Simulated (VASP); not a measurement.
Output of a VASP run:

### OUTCAR
```
 ion  position               nearest neighbor table
   1  0.667  0.333  0.340-   7 2.34   7 2.34   7 2.34
   2  0.333  0.667  0.468-   7 2.34   8 2.34   8 2.34   8 2.34
   3  0.000  0.000  0.404-   7 2.34   7 2.34   7 2.34   8 2.34
   4  0.000  0.000  0.596-   9 2.34   9 2.34   9 2.34   8 2.34
   5  0.667  0.333  0.532-   9 2.34   8 2.34   8 2.34   8 2.34
   6  0.333  0.667  0.660-   9 2.34   9 2.34   9 2.34
   7  0.333  0.667  0.372-   2 2.34   3 2.34   3 2.34   3 2.34   1 2.34   1 2.34   1 2.34
   8  0.000  0.000  0.500-   2 2.34   5 2.34   2 2.34   5 2.34   5 2.34   2 2.34   4 2.34   3 2.34
  LATTYP: Found a hexagonal cell.
 ALAT       =     3.8166739197
 C/A-ratio  =     6.3705989468
 Subroutine PRICEL returns:
 Original cell was already a primitive cell.
 Subroutine GETGRP returns: Found 12 space group operations
The static configuration has the point symmetry D_3d.
The dynamic configuration has the point symmetry D_3d.
 Subroutine INISYM returns: Found 12 space group operations
 Subroutine IBZKPT returns following result:
 Found      7 irreducible k-points:

 Following reciprocal coordinates:
            Coordinates               Weight
  0.000000  0.000000  0.000000      1.000000
  0.166667  0.000000  0.000000      6.000000
  0.333333  0.000000  0.000000      6.000000
  0.500000  0.000000  0.000000      3.000000
  0.166667  0.166667  0.000000      6.000000
  0.333333  0.166667  0.000000     12.000000
  0.333333  0.333333  0.000000      2.000000
   k-points           NKPTS =      7   k-points in BZ     NKDIM =      7   number of bands    NBANDS=     43
   number of dos      NEDOS =    301   number of ions     NIONS =      9
   total plane-waves  NPLWV =  50400
   dimension x,y,z NGX =    20 NGY =   20 NGZ =  126
   dimension x,y,z NGXF=    40 NGYF=   40 NGZF=  252
   ions per type =               6   3
   PREC   = normal    normal or accurate (medium, high low for compatibility)
   ISTART =      0    job   : 0-new  1-cont  2-samecut
   ICHARG =      2    charge: 1-file 2-atom 10-const
   ISPIN  =      1    spin polarized calculation?
   LNONCOLLINEAR =      F non collinear calculations
   LSORBIT =      F    spin-orbit coupling
   INIWAV =      1    electr: 0-lowe 1-rand  2-diag
   ENCUT  =  450.0 eV  33.07 Ry    5.75 a.u.   6.60  6.60 42.06*2*pi/ulx,y,z
   NELM   =    100;   NELMIN=  4; NELMDL= -5     # of ELM steps
   EDIFF  = 0.1E-04   stopping-criterion for ELM
   LREAL  =      F    real-space projection
   NLSPLINE    = F    spline interpolate recip. space projectors
   LMAXMIX     =    6 max onsite mixed and CHGCAR
   VOSKOWN=      0    Vosko Wilk Nusair interpolation
   EDIFFG = -.3E-01   stopping-criterion for IOM
   NSW    =     50    number of steps for IOM
   NBLOCK =      1;   KBLOCK =     50    inner block; outer block
   IBRION =      2    ionic relax: 0-MD 1-quasi-New 2-CG
   NFREE  =      1    steps in history (QN), initial steepest desc. (CG)
   ISIF   =      2    stress and relaxation
   ISYM   =      2    0-nonsym 1-usesym 2-fastsym
   TEIN   =    0.0    initial temperature
   TEBEG  =    0.0;   TEEND  =   0.0 temperature during run
   SMASS  =  -3.00    Nose mass-parameter (am)
   PSTRESS=    0.0 pullay stress
   NELECT =      72.0000    total number of electrons
   EFERMI =   0.00;   METHOD = LEGACY
   ISMEAR =     0;   SIGMA  =   0.05  broadening in eV -4-tet -1-fermi 0-gaus
   IALGO  =     38    algorithm
   LDIAG  =      T    sub-space diagonalisation (order eigenvalues)
   IMIX   =      4    mixing-type and parameters
     AMIX     =   0.40;   BMIX     =  1.00
     AMIX_MAG =   1.60;   BMIX_MAG =  1.00
     AMIN     =   0.10
   GGA     = PS    functional components
   VOSKOWN =     0    Vosko Wilk Nusair interpolation
   LHFCALC =     F    Hartree Fock is set to
   LHFONE  =     F    Hartree Fock one center treatment
   AEXX    =    0.0000 exact exchange contribution
   IVDW    =     0    specifies the selected vdW correction
   LEPSILON=     F    determine dielectric tensor
   LRPA    =     F    only Hartree local field effects (RPA)
  energy-cutoff  :      450.00
  volume of cell :      306.74
...
```

File OSZICAR:
```
...
DAV:   2    -0.814037971935E+02   -0.81950E-05   -0.12007E-04   980   0.858E-02    0.141E-02
DAV:   3    -0.814037961420E+02    0.10514E-05   -0.21563E-05   636   0.379E-02    0.140E-02
DAV:   4    -0.814037963033E+02   -0.16127E-06   -0.21317E-06   523   0.130E-02
  11 F= -.81403796E+02 E0= -.81403796E+02  d E =-.166860E-02
       N       E                     dE             d eps       ncg     rms          rms(c)
DAV:   1    -0.814035530282E+02    0.24311E-03   -0.16242E-01   602   0.209E+00    0.590E-02
DAV:   2    -0.814040441125E+02   -0.49108E-03   -0.52373E-03   875   0.537E-01    0.102E-01
DAV:   3    -0.814040609939E+02   -0.16881E-04   -0.32211E-04  1132   0.103E-01    0.927E-02
DAV:   4    -0.814040445561E+02    0.16438E-04   -0.12750E-04   820   0.675E-02    0.874E-02
DAV:   5    -0.814040345834E+02    0.99727E-05   -0.69411E-05   708   0.526E-02
  12 F= -.81404035E+02 E0= -.81404035E+02  d E =-.238280E-03
       N       E                     dE             d eps       ncg     rms          rms(c)
DAV:   1    -0.814000494959E+02    0.39951E-02   -0.14524E+00   602   0.626E+00    0.211E-01
DAV:   2    -0.814043864481E+02   -0.43370E-02   -0.45565E-02   883   0.160E+00    0.312E-01
DAV:   3    -0.814045960534E+02   -0.20961E-03   -0.29964E-03  1164   0.293E-01    0.299E-01
DAV:   4    -0.814045029201E+02    0.93133E-04   -0.11994E-03  1012   0.200E-01    0.296E-01
DAV:   5    -0.814043785331E+02    0.12439E-03   -0.56840E-04  1036   0.153E-01    0.231E-01
DAV:   6    -0.814042687890E+02    0.10974E-03   -0.96387E-04   825   0.180E-01    0.174E-01
DAV:   7    -0.814045008235E+02   -0.23203E-03   -0.26784E-03   897   0.277E-01    0.205E-01
DAV:   8    -0.814044537779E+02    0.47046E-04   -0.41513E-04   940   0.126E-01    0.176E-01
DAV:   9    -0.814043892145E+02    0.64563E-04   -0.86589E-05   734   0.488E-02    0.152E-01
DAV:  10    -0.814042694653E+02    0.11975E-03   -0.36078E-04   857   0.109E-01    0.784E-02
DAV:  11    -0.814042620198E+02    0.74455E-05   -0.20162E-04   900   0.712E-02    0.491E-02
DAV:  12    -0.814042536531E+02    0.83667E-05   -0.26227E-05   568   0.375E-02
  13 F= -.81404254E+02 E0= -.81404254E+02  d E =-.457350E-03
       N       E                     dE             d eps       ncg     rms          rms(c)
DAV:   1    -0.814040388260E+02    0.22319E-03   -0.79150E-02   602   0.146E+00    0.508E-02
DAV:   2    -0.814042667124E+02   -0.22789E-03   -0.24272E-03   905   0.375E-01    0.615E-02
DAV:   3    -0.814042759208E+02   -0.92084E-05   -0.17313E-04  1116   0.725E-02    0.617E-02
DAV:   4    -0.814042787203E+02   -0.27995E-05   -0.13950E-05   442   0.260E-02
  14 F= -.81404279E+02 E0= -.81404279E+02  d E =-.482417E-03
       N       E                     dE             d eps       ncg     rms          rms(c)
DAV:   1    -0.814041916280E+02    0.84293E-04   -0.25903E-02   610   0.798E-01    0.705E-02
DAV:   2    -0.814043327910E+02   -0.14116E-03   -0.19471E-03  1036   0.381E-01    0.981E-02
DAV:   3    -0.814043406690E+02   -0.78780E-05   -0.29570E-04  1132   0.977E-02    0.733E-02
DAV:   4    -0.814043660418E+02   -0.25373E-04   -0.25694E-04   924   0.900E-02    0.925E-02
DAV:   5    -0.814043616104E+02    0.44315E-05   -0.26269E-04   860   0.110E-01    0.390E-02
DAV:   6    -0.814043421445E+02    0.19466E-04   -0.10090E-04   748   0.665E-02    0.300E-02
DAV:   7    -0.814043368383E+02    0.53061E-05   -0.60641E-05   683   0.434E-02
  15 F= -.81404337E+02 E0= -.81404337E+02  d E =-.581180E-04
```

### OUTCAR
```
------------------------ aborting loop because EDIFF is reached ----------------------------------------
  FORCE on cell =-STRESS in cart. coord.  units (eV):
  Direction    XX          YY          ZZ          XY          YZ          ZX
  --------------------------------------------------------------------------------------
  Total       -6.5249175     -6.5249169     -1.1263741     -0.0000000     -0.0000000     -0.0000000
  in kB      -34.0815671    -34.0815641     -5.8833841     -0.0000000     -0.0000000     -0.0000000
  external PRESSURE =     -24.6821718 kB  Pullay stress =       0.0000000 kB
  volume of cell :      306.74
      direct lattice vectors                 reciprocal lattice vectors
     3.816673920  0.000000000  0.000000000     0.262008236  0.151270532  0.000000000
    -1.908336960  3.305336424  0.000000000     0.000000000  0.302541064  0.000000000
     0.000000000  0.000000000 24.314498853     0.000000000  0.000000000  0.041127724
 POSITION                                       TOTAL-FORCE (eV/Angst)
 -----------------------------------------------------------------------------------
      1.90834      1.10178      8.30639         0.000000      0.000000      0.005288
     -0.00000      2.20356     11.36505        -0.000000     -0.000000     -0.001508
      0.00000      0.00000      9.84473         0.000000     -0.000000     -0.000911
     -0.00000      0.00000     14.46977         0.000000      0.000000      0.000911
      1.90834      1.10178     12.94945         0.000000      0.000000      0.001508
     -0.00000      2.20356     16.00811        -0.000000     -0.000000     -0.005288
     -0.00000      2.20356      9.06095        -0.000000      0.000000      0.001173
      0.00000      0.00000     12.15725         0.000000      0.000000     -0.000000
      1.90834      1.10178     15.25355         0.000000      0.000000     -0.001173
 -----------------------------------------------------------------------------------
    total drift:                                0.000000      0.000000      0.000000
  FREE ENERGIE OF THE ION-ELECTRON SYSTEM (eV)
  ---------------------------------------------------
  free  energy   TOTEN  =       -81.4043368383 eV

  energy  without entropy=      -81.4043368383  energy(sigma->0) =      -81.40433684

 reached required accuracy - stopping structural energy minimisation
```
(Selected blocks of OUTCAR.)

### POSCAR
```
CeO2(111) slab
1
    3.8166739197     0.0000000000     0.0000000000
   -1.9083369598     3.3053364239    -0.0000000000
   -0.0000000000    -0.0000000000    24.3144988530
O Ce
6 3
Direct
  0.6666670000   0.3333330000   0.3397920000
  0.3333330000   0.6666670000   0.4679580000
  0.0000000000   0.0000000000   0.4038750000
  0.0000000000   0.0000000000   0.5961250000
  0.6666670000   0.3333330000   0.5320420000
  0.3333330000   0.6666670000   0.6602080000
  0.3333330000   0.6666670000   0.3718340000
  0.0000000000   0.0000000000   0.5000000000
  0.6666670000   0.3333330000   0.6281660000
```

Write an INCAR and KPOINTS that could have produced this output.

Several could match; the one computed here: the input of the run itself, PBEsol GGA, plane waves, VASP's PBE PAW potentials (set 64).

File KPOINTS:
```
Automatic mesh
0
gamma
6 6 1
```

INCAR:
```
ALGO=Normal
DIPOL=0.5 0.5 0.5
EDIFF=1E-5
EDIFFG=-0.03
ENCUT=450
GGA=PS
IBRION=2
IDIPOL=3
ISIF=2
ISMEAR=0
LASPH=.True.
LCHARG=.False.
LDIPOL=.True.
LMAXMIX=6
LREAL=.False.
LWAVE=.True.
NELM=100
NELMIN=4
NSW=50
PREC=Normal
SIGMA=0.05
SYSTEM=CeO2(111) slab
```

POTCAR, in this order: O Ce (PBE.64 set). Program: vasp_std.

At this cut-off the stress carries a Pulay error, which pulls relaxed volumes low.

The cell is a thin slab with vacuum, built from CeO2 (fluorite): (111) face. The run is not spin-polarised, so no magnetic state was tried.
